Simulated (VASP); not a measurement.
Output of a VASP run:

OSZICAR:
```
       N       E                     dE             d eps       ncg     rms          rms(c)
DAV:   1     0.690838959741E+03    0.69084E+03   -0.26208E+04  1488   0.200E+03
DAV:   2     0.593967869703E+02   -0.63144E+03   -0.60982E+03  1656   0.547E+02
DAV:   3    -0.315901441433E+02   -0.90987E+02   -0.89299E+02  1915   0.228E+02
DAV:   4    -0.352783352856E+02   -0.36882E+01   -0.36775E+01  1825   0.505E+01
DAV:   5    -0.354247294024E+02   -0.14639E+00   -0.14637E+00  2065   0.914E+00    0.139E+01
DAV:   6    -0.298703538167E+02    0.55544E+01   -0.26413E+01  2302   0.545E+01    0.481E+00
DAV:   7    -0.298849999299E+02   -0.14646E-01   -0.17516E+00  1853   0.110E+01    0.282E+00
DAV:   8    -0.299073111006E+02   -0.22311E-01   -0.49770E-01  2248   0.651E+00    0.121E+00
DAV:   9    -0.298778777579E+02    0.29433E-01   -0.12434E-01  2446   0.419E+00    0.146E-01
DAV:  10    -0.298807068844E+02   -0.28291E-02   -0.13301E-02  1642   0.691E-01    0.130E-01
DAV:  11    -0.298806615622E+02    0.45322E-04   -0.46945E-04  2349   0.250E-01    0.557E-02
DAV:  12    -0.298806467824E+02    0.14780E-04   -0.15173E-04  1992   0.804E-02    0.119E-02
DAV:  13    -0.298806492901E+02   -0.25076E-05   -0.12378E-05  2120   0.322E-02    0.250E-03
DAV:  14    -0.298806499622E+02   -0.67217E-06   -0.24318E-06  1377   0.216E-02
   1 F= -.29880650E+02 E0= -.29880605E+02  d E =-.298806E+02
       N       E                     dE             d eps       ncg     rms          rms(c)
DAV:   1    -0.298825020047E+02   -0.18527E-02   -0.13797E-01  1740   0.404E+00    0.251E-01
DAV:   2    -0.298813333131E+02    0.11687E-02   -0.50531E-03  2322   0.798E-01    0.101E-01
DAV:   3    -0.298810516968E+02    0.28162E-03   -0.66754E-04  1929   0.499E-01    0.288E-02
DAV:   4    -0.298810342596E+02    0.17437E-04   -0.11593E-04  2323   0.144E-01    0.890E-03
DAV:   5    -0.298810321994E+02    0.20603E-05   -0.15368E-05  2295   0.481E-02    0.392E-03
DAV:   6    -0.298810311815E+02    0.10179E-05   -0.73587E-07  1066   0.112E-02    0.129E-03
DAV:   7    -0.298810311573E+02    0.24186E-07   -0.58014E-07   891   0.825E-03
   2 F= -.29881031E+02 E0= -.29880986E+02  d E =-.381195E-03
       N       E                     dE             d eps       ncg     rms          rms(c)
DAV:   1    -0.298812539703E+02   -0.22279E-03   -0.18553E-02  1740   0.148E+00    0.919E-02
DAV:   2    -0.298810986487E+02    0.15532E-03   -0.68116E-04  2336   0.294E-01    0.370E-02
DAV:   3    -0.298810606377E+02    0.38011E-04   -0.89887E-05  1901   0.183E-01    0.105E-02
DAV:   4    -0.298810571438E+02    0.34939E-05   -0.14785E-05  2203   0.526E-02    0.315E-03
DAV:   5    -0.298810562076E+02    0.93618E-06   -0.19956E-06   989   0.195E-02
   3 F= -.29881056E+02 E0= -.29881011E+02  d E =-.406245E-03
       N       E                     dE             d eps       ncg     rms          rms(c)
DAV:   1    -0.298821557966E+02   -0.10987E-02   -0.60907E-02  1814   0.270E+00    0.196E-01
DAV:   2    -0.298814236849E+02    0.73211E-03   -0.22415E-03  2145   0.564E-01    0.936E-02
DAV:   3    -0.298811887746E+02    0.23491E-03   -0.47844E-04  2021   0.387E-01    0.239E-02
DAV:   4    -0.298811846265E+02    0.41482E-05   -0.77015E-05  2301   0.781E-02    0.663E-03
DAV:   5    -0.298811866205E+02   -0.19940E-05   -0.71095E-06  1853   0.459E-02    0.298E-03
DAV:   6    -0.298811862798E+02    0.34073E-06   -0.94328E-07   908   0.161E-02
   4 F= -.29881186E+02 E0= -.29881141E+02  d E =-.130072E-03
```

File OUTCAR:
```
------------------------ aborting loop because EDIFF is reached ----------------------------------------
  FORCE on cell =-STRESS in cart. coord.  units (eV):
  Direction    XX          YY          ZZ          XY          YZ          ZX
  --------------------------------------------------------------------------------------
  Total        0.0222107      0.0222107      0.0098440     -0.0000000      0.0000000      0.0000000
  in kB        0.3909456      0.3909456      0.1732719     -0.0000000      0.0000000      0.0000000
  external PRESSURE =       0.3183877 kB  Pullay stress =       0.0000000 kB
  volume of cell :       91.02
      direct lattice vectors                 reciprocal lattice vectors
     5.134140843 -0.000000000  0.000000000     0.194774555  0.000000000  0.000000000
    -0.000000000  5.134140843  0.000000000     0.000000000  0.194774555  0.000000000
     0.000000000  0.000000000  3.453188478     0.000000000  0.000000000  0.289587437
 POSITION                                       TOTAL-FORCE (eV/Angst)
 -----------------------------------------------------------------------------------
      5.13414     -0.00000      0.00000         0.000000      0.000000     -0.000000
      2.56707      2.56707      1.72659        -0.000000      0.000000     -0.000000
      1.58284      1.58284      3.45319         0.004636      0.004636     -0.000000
      4.14991      0.98423      1.72659         0.004636     -0.004636      0.000000
      0.98423      4.14991      1.72659        -0.004636      0.004636     -0.000000
      3.55130      3.55130      0.00000        -0.004636     -0.004636      0.000000
 -----------------------------------------------------------------------------------
    total drift:                                0.000000     -0.000000     -0.000000
  FREE ENERGIE OF THE ION-ELECTRON SYSTEM (eV)
  ---------------------------------------------------
  free  energy   TOTEN  =       -29.8811862798 eV

  energy  without entropy=      -29.8810957939  energy(sigma->0) =      -29.88114104

 reached required accuracy - stopping structural energy minimisation
```
(Selected blocks of OUTCAR.)

POSCAR:
```
PbO2
1
    5.1256327730    -0.0000000000     0.0000000000
   -0.0000000000     5.1256327730     0.0000000000
    0.0000000000     0.0000000000     3.4605371018
Pb O
2 4
Direct
  0.0000000000   0.0000000000   0.0000000000
  0.5000000000   0.5000000000   0.5000000000
  0.3087643571   0.3087643571   0.0000000000
  0.8087643571   0.1912356429   0.5000000000
  0.1912356429   0.8087643571   0.5000000000
  0.6912356429   0.6912356429   0.0000000000
```

Problem. Reconstruct the remaining input files.

Solution. One answer among several that fit: the input of the run itself, revPBE GGA, plane waves, VASP's PBE PAW potentials (set 64).

KPOINTS:
```
Automatic
0
Gamma
  4 4 6
0 0 0
```

### INCAR
```
SYSTEM = PbO2
PREC = Accurate
ENCUT = 520
EDIFF = 1E-6
NELM = 100
ALGO = Normal
LREAL = .FALSE.
LASPH = .TRUE.
ISMEAR = 0
SIGMA = 0.05
GGA = RE
LMAXMIX = 4
LWAVE = .FALSE.
LCHARG = .FALSE.
IBRION = 2
ISIF = 3
NSW = 60
EDIFFG = -0.02
```

POTCAR, in this order: Pb_d O (PBE.64 set). Program: vasp_std.

The compound is PbO2 in the rutile structure. This run relaxes it. Symmetry was kept, so distortions that lower it aren't found. The start is the result of an earlier pass.
